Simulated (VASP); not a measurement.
Input:

```
CELL_PARAMETERS angstrom
      1.80432    -3.12516     0.00000
      1.80432     3.12516     0.00000
      0.00000     0.00000     5.61854
ATOMIC_POSITIONS crystal
  Tb 0.33333 0.66667 0.25000
  Tb 0.66667 0.33333 0.75000
```

The numbers are results of PBE GGA, VASP's PBE PAW potentials (set 64) (plane waves; VASP 6.6.1), not measurements. Numerical set-up: 480 eV cut-off, 10×10×6 Γ-centred mesh, first-order Methfessel-Paxton smearing of 0.10 eV, potentials Tb_3.

The 4f electrons are frozen in the core of the lanthanide potential, so 4f levels, which can set the real gap, and their magnetism are missing.

What does the run give for the energy per atom (σ→0), band gap (on the k-mesh) with the smallest direct gap where there is one?

The band gap (on the k-mesh) is none (metal, semimetal or under 0.01 eV) and the energy per atom (σ→0) is -4.557 eV/atom.

The compound is Tb in the hcp structure. It was relaxed first under an external pressure of 1 GPa.
